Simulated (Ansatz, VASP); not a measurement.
# Cross-check of SiNi between VASP and Ansatz

One calculation is typed for both programs; each brings its own data sets. How far apart do they land? Of the first pair: The structure shown is the start of the Ansatz relaxation below; VASP solves that cell, so the two are compared at the walk's first step.

Method: plane waves, with VASP 6.6.1 beside it; PBEsol, in Ansatz 0.2.0.

**1. Set-up**

The structure is orthorhombic, space group Pnma (No. 62). Conventional cell: a = 5.054 Å, b = 3.339 Å, c = 5.483 Å, α = 90.00°, β = 90.00°, γ = 90.00°. Nearest to Si lie 6 Ni at 2.25 to 2.36 Å. Nearest to Ni lie 6 Si at 2.25 to 2.36 Å. Farther neighbours are not listed.

**2. Ansatz: relaxation, PBEsol**

Ansatz runs on its PAW soft_1 files.

The two programs are compared at the cell with which this relaxation starts, whose forces are those of its first step.

Contents of input.yaml:

```yaml
crystal:
  lattice:
    - [5.0542623671, 0.0, 0.0]
    - [0.0, 3.3388490052, 0.0]
    - [0.0, 0.0, 5.4830774721]
  atoms:
    - { symbol: Si, position: [0.3213446718, 0.75, 0.0868637443] }
    - { symbol: Si, position: [0.1786553282, 0.25, 0.5868637443] }
    - { symbol: Si, position: [0.8213446718, 0.75, 0.4131362557] }
    - { symbol: Si, position: [0.6786553282, 0.25, 0.9131362557] }
    - { symbol: Ni, position: [0.0093428295, 0.25, 0.18727988] }
    - { symbol: Ni, position: [0.4906571705, 0.75, 0.68727988] }
    - { symbol: Ni, position: [0.5093428295, 0.25, 0.31272012] }
    - { symbol: Ni, position: [0.9906571705, 0.75, 0.81272012] }
kpoints:
  mp_grid: { grid: [8, 12, 6] }
hamiltonian:
  xc: pbesol
  pseudopotentials: { kind: paw, azcp: { folder: soft_1 }, xc_functional: pbe }
scf:
  occupations: { method: methfessel_paxton, width: 0.2 }
output:
  forces: true
  stress: true
  eigenvalues: true
relax:
  adjacent_minimum: "off"
  f_tol: 0.001
  max_steps: 60
  cell: { stress_tol: 0.01, fix: [volume] }
```

Command:

```console
ansatz run input.yaml --threads 4 --pin off --max-ram 16384MiB --backend cpu --events-out ev --progress --plain --runs-dir out
```

Numbers of over 12 decimals in the logs are rounded to 6 here.

Log:

```text
Engine: ansatz 0.2.0, aarch64-unknown-linux-gnu
Pseudopotentials: kind: paw
Pseudopotential: Si, paw, valence charge 4, recommended cutoff 420 eV (normal), soft_1/Si.paw.azcp
Pseudopotential: Ni, paw, valence charge 18, recommended cutoff 420 eV (normal), soft_1/Ni.paw.azcp
Functional definition: PBEsol
  exchange = pbesol_x
  correlation = pbesol_c
Crystal: 8 atoms, lattice volume = 92.529 Å³
Basis set: ecut = 420 eV, 1817 PW (Γ), exchange–correlation on 72×48×80 points (8 copies of the dense FFT grid, shifted against one another)
Bands: 53, of which v1, the nominal top of the filled ones, is band 44 counted from 1 (43 counted from 0)
Symmetry: 8 space group operations
Space group: Pnma (ITA 62), of the structure as read, at distance tolerance 4.5e-5 Å
k-points: 140 of 576
Non-local potential: Si, projectors of the file, l = 0: 2, l = 1: 2, l = 2: 1
Non-local potential: Ni, projectors of the file, l = 0: 3, l = 1: 2, l = 2: 3, l = 3: 1
PAW form: soft (Blöchl's): semilocal exchange-correlation on the pseudo side does not see the compensation charge
PAW frozen core: Si, regenerated for the run's functional, and the local potential with it (the file was generated under x = pbe(κ = 0.804, μ = 0.219515), c = pbe(β = 0.066725))
PAW frozen core: Ni, regenerated for the run's functional, and the local potential with it (the file was generated under x = pbe(κ = 0.804, μ = 0.219515), c = pbe(β = 0.066725))
PAW one-centre angular grid: Si, 110 points (default); XC on 64 Gauss nodes
PAW one-centre angular grid: Ni, 590 points (default); XC on 64 Gauss nodes
Initial density: superposition of atomic densities (chi_scale 0.1, normalization cell, long waves kept (reshape's long-wave potential 0.00 eV rms))
Initial wavefunctions: pseudopotential atomic-orbital guess
Functional: x = pbesol(κ = 0.804, μ = 0.123457), c = pbesol(β = 0.046)
SCF iter   1: F=—  HF=-25712.129314 eV  |F-HF|=—  |Δ(HF+E_count)|=         —  Δρ=7.39e-2  dr2=6.29e0  ethr=3.10e-3  ⟨swp⟩=7.2  Hψ=29414  notcnv=0
preconditioner: auto → Kerker (q_TF=auto, 2.706 Å⁻¹)  [metal: Δε(μ)=0.020 eV  Ē_g=7.754 eV  σ=0.200 eV  W_gap=0.08  n_scr=34 (ndim 8)  ℏωp=28.9 eV  f_vac=0.000  D(μ)=1.22/eV (n_scr^D=4)]
SCF iter   2: F=—  HF=-25711.222242 eV  |F-HF|=—  |Δ(HF+E_count)|=   9.07e-1  S|Δr|=    0.00e0  Δρ=3.52e-2  dr2=1.87e0  ethr=3.10e-3  ⟨swp⟩=2.0  Hψ=9367  notcnv=0  defer=334
SCF iter   3: F=—  HF=-25710.677705 eV  |F-HF|=—  |Δ(HF+E_count)|=   5.45e-1  S|Δr|=    0.00e0  Δρ=2.02e-2  dr2=3.99e-1  ethr=2.13e-3  ⟨swp⟩=2.1  Hψ=11818  notcnv=0  defer=334
SCF iter   4: F=—  HF=-25710.607703 eV  |F-HF|=—  |Δ(HF+E_count)|=   7.00e-2  S|Δr|=    0.00e0  Δρ=5.55e-3  dr2=1.65e-2  ethr=4.53e-4  ⟨swp⟩=2.6  Hψ=12268  notcnv=0  defer=321
SCF iter   5: F=—  HF=-25710.607486 eV  |F-HF|=—  |Δ(HF+E_count)|=   2.17e-4  S|Δr|=    0.00e0  Δρ=9.50e-4  dr2=8.96e-4  ethr=1.87e-5  ⟨swp⟩=2.2  Hψ=13501  notcnv=0  defer=298
SCF iter   6: F=—  HF=-25710.607695 eV  |F-HF|=—  |Δ(HF+E_count)|=   2.09e-4  S|Δr|=    0.00e0  Δρ=4.42e-4  dr2=1.68e-4  ethr=1.02e-6  ⟨swp⟩=2.4  Hψ=11974  notcnv=0  defer=298
SCF iter   7: F=—  HF=-25710.607687 eV  |F-HF|=—  |Δ(HF+E_count)|=   7.67e-6  S|Δr|=    0.00e0  Δρ=8.82e-5  dr2=7.46e-6  ethr=1.91e-7  ⟨swp⟩=2.5  Hψ=11103  notcnv=0  defer=298
SCF iter   8: F=—  HF=-25710.607689 eV  |F-HF|=—  |Δ(HF+E_count)|=   2.21e-6  S|Δr|=    0.00e0  Δρ=2.52e-5  dr2=4.65e-7  ethr=8.48e-9  ⟨swp⟩=2.4  Hψ=11342  notcnv=0  defer=298
SCF iter   9: F=-25710.607689 eV  HF=-25710.607689 eV  |F-HF|=7.75e-9  |Δ(HF+E_count)|=   1.35e-7  S|Δr|=    0.00e0  Δρ=3.58e-6  dr2=9.68e-9  ethr=1.14e-10  ⟨swp⟩=10.8  Hψ=34354  notcnv=0
SCF 1 converged in 9 iterations: F = -25710.607689 eV  dr2 = 9.68e-9
  greatest PAW one-centre occupation: 1.001 electrons in one spin orbital (limit 2), on the Ni atom at site 6 (counted from 0), in its partial waves of l = 1
relax step   1: F+E_penalty+E_count = -25710.60768935 eV  Δ(F+E_penalty+E_count) = +0.000e0 eV  max|allowed force component| = 4.463e-2 eV/Å  Δτ_max = 0.0000 Å  P = +4.125 GPa  Ω = 92.529 Å³  fix = [volume]  reactions: volume +4.125 GPa  (9 SCF iters, dr2 threshold 1.00e-7 eV, accepted)
[...]
relax step   6: F+E_penalty+E_count = -25710.60920895 eV  Δ(F+E_penalty+E_count) = -2.134e-6 eV  max|allowed force component| = 3.675e-4 eV/Å  Δτ_max = 0.0004 Å  P = +3.859 GPa  Ω = 92.529 Å³  energy of the carried Pulay correction = -3.949e-18 eV  fix = [volume]  reactions: volume +3.859 GPa  (4 SCF iters, dr2 threshold 4.93e-10 eV, accepted)
[...]
relax step   7: F+E_penalty+E_count = -25710.60921286 eV  Δ(F+E_penalty+E_count) = -3.909e-6 eV  max|allowed force component| = 3.644e-4 eV/Å  Δτ_max = 0.0000 Å  P = +3.859 GPa  Ω = 92.529 Å³  fix = [volume]  reactions: volume +3.859 GPa  stress off target by 4.42e-3 GPa on what of the cell is left free  SCF on the basis re-selected at this cell (its energy is not comparable with the rows above)  (7 SCF iters)
basis re-selected at this cell: Δ(F+E_penalty+E_count) = -3.909e-6 eV, ΔP = +0.000 GPa vs the last step (what re-selecting the basis moved, of the pressure what is left beyond the Pulay correction that the steps carried, after the strain that the cell walked since its last selection, with what the two solves' SCF thresholds leave and, on support functions, any second-order correction that the steps lacked; it is no m [...]
SCF converged after 7 iterations
Stability not checked: this state was not tested for a lower state beside it, because cold or Methfessel-Paxton smearing, or corrected tetrahedra, fill the levels in a way that the test cannot read (fill_not_monotonic; see scf.lower_state_search)
Free energy (F): -25710.609213 eV
Harris-Foulkes:  -25710.609213 eV  (|F-HF|=3.64e-12)
Internal energy: -25710.612378 eV  (E = F + TS)
E sigma→0 (E₀):  -25710.610004 eV
Entropy (-TS):   0.003165 eV (0.396 meV/atom)
Fermi energy:    15.382259 eV
Step filling:    the computed levels leave a gap of 0.0064 eV = 0.0 smearing widths at the electron count; against every level under it full and every level over it empty, smearing changes F+E_penalty+E_count by +0.329 meV and its σ→0 estimate by -0.462 meV
--- Per-component energies (eV) ---
  E_band       = -1255.446997
  E_kinetic    = 1551.685665
  E_local      = -14805.803302  (includes V_loc(G=0)·N_el)
  E_nonlocal   = -380.845499
  E_hartree    = 7778.819513
  E_xc         = -686.012280
  E_vxc        = -790.802057  (∫ρ·V_xc dr)
  E_paw        = -8474.742410  (= ΣΔE_a)
  E_vpaw       = -2387.324202  (= ΣTr[D̂ρ^β])
  E_aug_tail   = 0.003565  (compensation charges beyond the density's cutoff)
  E_ewald      = -10694.633030
  E_core_change = 0.915400  (= ΣΔE_core)
  E_smearing   = 0.003165  (= −TS)
  E_closure    = 0.000000  (closes the sum)
  Σ components = -25710.609213   (vs F -25710.609213, Δ=0.00e0)
--- Forces (eV/Å), atoms counted from 1 ---
  atom   1  Si     0.00036441    -0.00000000     0.00013524
  atom   2  Si    -0.00036441    -0.00000000     0.00013524
  atom   3  Si     0.00036441     0.00000000    -0.00013524
  atom   4  Si    -0.00036441     0.00000000    -0.00013524
  atom   5  Ni     0.00014769     0.00000000     0.00020969
  atom   6  Ni    -0.00014769     0.00000000     0.00020969
  atom   7  Ni     0.00014769    -0.00000000    -0.00020969
  atom   8  Ni    -0.00014769    -0.00000000    -0.00020969
  max |Σ_I F_I| component: 3.47e-18 eV/Å
--- Stress (GPa, compression-positive) ---
        3.857626      -0.000000       0.000000
       -0.000000       3.855827       0.000000
        0.000000       0.000000       3.863351
  P = ⅓ Tr σ = 3.8589 GPa (38.589 kbar)
--- Band table (eV; the first three rows and the last of 140) ---
  k-point 0: bands = [... 40 lower, 13.5767, 13.9191, 14.2086, 14.4378, 16.0397, 16.8452, 18.6917, 19.1818, ... 5 higher]
  k-point 1: bands = [... 40 lower, 13.7753, 14.0951, 14.3976, 14.3976, 16.2836, 17.2036, 18.1411, 19.4054, ... 5 higher]
  k-point 2: bands = [... 40 lower, 13.8063, 13.9870, 14.5498, 15.2249, 16.2635, 17.1824, 18.0173, 18.8951, ... 5 higher]
  k-point 139: bands = [... 40 lower, 13.3679, 13.3679, 13.3679, 13.3679, 18.1168, 18.1168, 18.1168, 18.1168, ... 5 higher]
--- Relaxed structure (6 steps of the walk, 5 accepted, 1 SCFs on fresh bases) ---
  F+E_penalty+E_count = -25710.60921286 eV   max|allowed force component| = 3.644e-4 eV/Å   (the final SCF, on the basis selected at the relaxed cell)
  cell:  # Å, volume = 92.5292 Å³
    - [5.052090, 0, 9.064617701353602e-19]
    - [0, 3.349646, 0]
    - [9.833680466415616e-19, 0, 5.467753]
  atoms:
    - { symbol: Si, position: [0.322453, 0.75, 0.088013] }
    - { symbol: Si, position: [0.177547, 0.250000, 0.588013] }
    - { symbol: Si, position: [0.822453, 0.75, 0.411987] }
    - { symbol: Si, position: [0.677547, 0.250000, 0.911987] }
    - { symbol: Ni, position: [0.010270, 0.250000, 0.186251] }
    - { symbol: Ni, position: [0.489730, 0.75, 0.686251] }
    - { symbol: Ni, position: [0.510270, 0.250000, 0.313749] }
    - { symbol: Ni, position: [0.989730, 0.75, 0.813749] }
```

**3. VASP: single point, PBEsol, start cell, pair 1**

The same cell, functional, mesh and smearing now go to VASP, with its own data sets.

Lines of VASP's logs that name or quote its potential files are left out, and so is its time.

Contents of INCAR:

```
SYSTEM = SiNi
PREC = Accurate
ENCUT = 520
EDIFF = 1E-06
NELM = 120
ISMEAR = 1
SIGMA = 0.2
LREAL = .FALSE.
ALGO = Normal
GGA = PS
NBANDS = 36
LASPH = .TRUE.
LORBIT = 11
LWAVE = .FALSE.
LCHARG = .FALSE.
ISIF = 2
GGA_COMPAT = .FALSE.
KPAR = 2
```

Contents of POSCAR:

```
SiNi
1.0
    5.0542620000      0.0000000000      0.0000000000
    0.0000000000      3.3388490000      0.0000000000
    0.0000000000      0.0000000000      5.4830770000
Si Ni
4 4
Direct
    0.3213446394      0.7500000000      0.0868637719
    0.1786553606      0.2500000000      0.5868637719
    0.8213446394      0.7500000000      0.4131363193
    0.6786553606      0.2500000000      0.9131363193
    0.0093428081      0.2500000000      0.1872799251
    0.4906571919      0.7500000000      0.6872799251
    0.5093428081      0.2500000000      0.3127201661
    0.9906571919      0.7500000000      0.8127201661
```

Contents of KPOINTS:

```
Automatic mesh
0
Gamma
8 12 6
0 0 0
```

PAW data sets: Si and Ni (PBE family, release 64).

Command:

```console
mpirun -np 2 vasp_std
```

Log:

```text
[banner, memory and clock lines left out]
running    2 mpi-ranks, on    1 nodes
 distrk:  each k-point on    1 cores,    2 groups
 distr:  one band on    1 cores,    1 groups

 POSCAR found type information on POSCAR SiNi
 POSCAR found :  2 types and       8 ions
|                                                                             |
|               ----> ADVICE to this user running VASP <----                  |
|                                                                             |
|     You enforced a specific xc type in the INCAR file but a different       |
|     [... a line on the potential file left out ...]
|     I HOPE YOU KNOW WHAT YOU ARE DOING!                                     |
|                                                                             |

 LDA part: xc-table for (Slater+PW92), standard interpolation
 POSCAR, INCAR and KPOINTS ok, starting setup
 FFT: planning ... GRIDC
 FFT: planning ... GRID_SOFT
 FFT: planning ... GRID
 WAVECAR not read
 entering main loop
       N       E                     dE             d eps       ncg     rms          rms(c)
DAV:   1     0.370202391708E+03    0.37020E+03   -0.24517E+04 10080   0.185E+03
DAV:   2    -0.270432016706E+02   -0.39725E+03   -0.38384E+03 10080   0.383E+02
DAV:   3    -0.589468758971E+02   -0.31904E+02   -0.30877E+02 10972   0.130E+02
DAV:   4    -0.601522413703E+02   -0.12054E+01   -0.11948E+01 12376   0.231E+01
DAV:   5    -0.601909963581E+02   -0.38755E-01   -0.38724E-01 12472   0.399E+00    0.303E+01
DAV:   6    -0.690586840333E+02   -0.88677E+01   -0.17094E+02 11732   0.187E+02    0.366E+01
DAV:   7    -0.521213630361E+02    0.16937E+02   -0.51367E+01 11748   0.116E+02    0.655E+00
DAV:   8    -0.523908729701E+02   -0.26951E+00   -0.76446E+00 14784   0.203E+01    0.412E+00
DAV:   9    -0.522452520427E+02    0.14562E+00   -0.69545E-01 11752   0.115E+01    0.835E-01
DAV:  10    -0.522424610542E+02    0.27910E-02   -0.32153E-02 11964   0.188E+00    0.472E-01
DAV:  11    -0.522409132058E+02    0.15478E-02   -0.52055E-03 14804   0.865E-01    0.143E-01
DAV:  12    -0.522408569669E+02    0.56239E-04   -0.29433E-04 11464   0.120E-01    0.678E-02
DAV:  13    -0.522408258262E+02    0.31141E-04   -0.57457E-05 15608   0.634E-02    0.253E-02
DAV:  14    -0.522408250766E+02    0.74967E-06   -0.14945E-05 14460   0.262E-02    0.744E-03
DAV:  15    -0.522408248566E+02    0.21995E-06   -0.20872E-06  6344   0.217E-02
   1 F= -.52240825E+02 E0= -.52242228E+02  d E =0.421014E-02
```

From OUTCAR (step 3):

```text
ion  position               nearest neighbor table
   1  0.321  0.750  0.087-   8 2.25   7 2.29   7 2.29   6 2.35   5 2.36   5 2.36   4 2.64   4 2.64
                             3 3.10   3 3.10
   2  0.179  0.250  0.587-   7 2.25   8 2.29   8 2.29   5 2.35   6 2.36   6 2.36   3 2.64   3 2.64
                             4 3.10   4 3.10
   3  0.821  0.750  0.413-   6 2.25   5 2.29   5 2.29   8 2.35   7 2.36   7 2.36   2 2.64   2 2.64
                             1 3.10   1 3.10
   4  0.679  0.250  0.913-   5 2.25   6 2.29   6 2.29   7 2.35   8 2.36   8 2.36   1 2.64   1 2.64
                             2 3.10   2 3.10
   5  0.009  0.250  0.187-   4 2.25   3 2.29   3 2.29   2 2.35   1 2.36   1 2.36   7 2.62   7 2.62
                             8 2.65   8 2.65
   6  0.491  0.750  0.687-   3 2.25   4 2.29   4 2.29   1 2.35   2 2.36   2 2.36   8 2.62   8 2.62
                             7 2.65   7 2.65
   7  0.509  0.250  0.313-   2 2.25   1 2.29   1 2.29   4 2.35   3 2.36   3 2.36   5 2.62   5 2.62
                             6 2.65   6 2.65
   8  0.991  0.750  0.813-   1 2.25   2 2.29   2 2.29   3 2.35   4 2.36   4 2.36   6 2.62   6 2.62
                             5 2.65   5 2.65

  LATTYP: Found a simple orthorhombic cell.
 ALAT       =     3.3388490000
 B/A-ratio  =     1.5137737586
 C/A-ratio  =     1.6422057422

 Subroutine GETGRP returns: Found  8 space group operations
 (whereof  2 operations were pure point group operations)

The static configuration has the point symmetry S_2 .
 The point group associated with its full space group is D_2h.

 Found    140 irreducible k-points:

   k-points           NKPTS =    140   k-points in BZ     NKDIM =    140   number of bands    NBANDS=     36

   dimension x,y,z NGX =    40 NGY =   28 NGZ =   42
   dimension x,y,z NGXF=    80 NGYF=   56 NGZF=   84

   ENCUT  =  520.0 eV  38.22 Ry    6.18 a.u.   9.40  6.21 10.19*2*pi/ulx,y,z

   NELECT =      56.0000    total number of electrons

 k-points in reciprocal lattice and weights: Automatic mesh
   0.00000000  0.00000000  0.00000000       0.002
   0.12500000  0.00000000  0.00000000       0.003
   0.25000000  0.00000000  0.00000000       0.003
   0.37500000  0.00000000  0.00000000       0.003
   0.50000000  0.00000000  0.00000000       0.002
   0.00000000  0.08333333  0.00000000       0.003
   0.12500000  0.08333333  0.00000000       0.007
   0.25000000  0.08333333  0.00000000       0.007
   0.37500000  0.08333333  0.00000000       0.007
[...]
0.37500000  0.50000000  0.50000000       0.003
   0.50000000  0.50000000  0.50000000       0.002

 average (electrostatic) potential at core
       1 -78.4422       2 -78.4422       3 -78.4422       4 -78.4422       5 -80.9337
       6 -80.9337       7 -80.9337       8 -80.9337

 E-fermi :  11.0262

 k-point     1 :       0.0000    0.0000    0.0000
  band No.  band energies     occupation
    ...
     24       8.9134      2.00000
     25       9.1624      2.00000
     26       9.6534      2.00000
     27       9.8250      2.00000
     28      10.0450      2.00000
     29      11.6841     -0.00003
     30      12.4684     -0.00000
     31      14.3921     -0.00000
     32      14.8876     -0.00000
     33      15.0504      0.00000
    ...

 k-point     2 :       0.1250    0.0000    0.0000
  band No.  band energies     occupation
    ...
     24       8.9209      2.00000
     25       9.1147      2.00000
     26       9.7170      2.00000
     27       9.9086      2.00000
     28      10.0723      2.00000
     29      12.1624     -0.00000
     30      12.6683     -0.00000
     31      14.2080     -0.00000
     32      14.9907     -0.00000
     33      15.0523      0.00000
    ...

 k-point     3 :       0.2500    0.0000    0.0000
  band No.  band energies     occupation
    ...
     24       8.9233      2.00000
     25       9.0287      2.00000
     26       9.4482      2.00000
     27      10.3984      2.00008
     28      10.4776      2.00073
     29      13.1226     -0.00000
     30      13.2503     -0.00000
     31      13.6463     -0.00000
     32      14.9736     -0.00000
     33      15.2644      0.00000
    ...

  Total        2.5694906      2.4338547      2.4520988      0.0000000      0.0000000      0.0000000
  in kB       44.4916741     42.1430886     42.4589910      0.0000000      0.0000000      0.0000000
  external PRESSURE =      43.0312513 kB  Pullay stress =       0.0000000 kB

  energy-cutoff  :      520.00
  volume of cell :       92.53
      direct lattice vectors                 reciprocal lattice vectors
     5.054262000  0.000000000  0.000000000     0.197852822  0.000000000  0.000000000
     0.000000000  3.338849000  0.000000000     0.000000000  0.299504410  0.000000000
     0.000000000  0.000000000  5.483077000     0.000000000  0.000000000  0.182379346

 POSITION                                       TOTAL-FORCE (eV/Angst)
 -----------------------------------------------------------------------------------
      1.62416      2.50414      0.47628         0.031092     -0.000000      0.024979
      0.90297      0.83471      3.21782        -0.031092     -0.000000      0.024979
      4.15129      2.50414      2.26526         0.031092     -0.000000     -0.024979
      3.43010      0.83471      5.00680        -0.031092     -0.000000     -0.024979
      0.04722      0.83471      1.02687         0.048920      0.000000     -0.048341
      2.47991      2.50414      3.76841        -0.048920     -0.000000     -0.048341
      2.57435      0.83471      1.71467         0.048920      0.000000      0.048341
      5.00704      2.50414      4.45621        -0.048920     -0.000000      0.048341
 -----------------------------------------------------------------------------------
    total drift:                                0.000000     -0.000000     -0.000004

  FREE ENERGIE OF THE ION-ELECTRON SYSTEM (eV)
  ---------------------------------------------------
  free  energy   TOTEN  =       -52.2408248566 eV

  energy  without entropy=      -52.2450349955  energy(sigma->0) =      -52.24222824

 total charge
# of ion       s       p       d       tot
------------------------------------------
    1        0.760   0.876   0.000   1.635
    2        0.760   0.876   0.000   1.635
    3        0.760   0.876   0.000   1.635
    4        0.760   0.876   0.000   1.635
    5        0.525   0.700   8.480   9.705
    6        0.525   0.700   8.480   9.705
    7        0.525   0.700   8.480   9.705
    8        0.525   0.700   8.480   9.705
--------------------------------------------------
tot          5.140   6.302  33.920  45.363

[... 3 further parts left out ...]
```

This run has no spin polarisation, so a moment on Ni, if there is one, isn't seen.

(Part 1 of 2 ends here.)

[Lines on the potential files, build, host, timing and source positions are cut from VASP's logs without a mark.]

[Logs are printed without paths, hosts, clocks, repeated set-up lines and the standing remarks that a program may print on its own settings, such as how far it seeks lower states.]

[Hosts, paths, dates, database ids (printed as entryN), source tags and the programs' standing remarks are cut or masked in the printed files.]
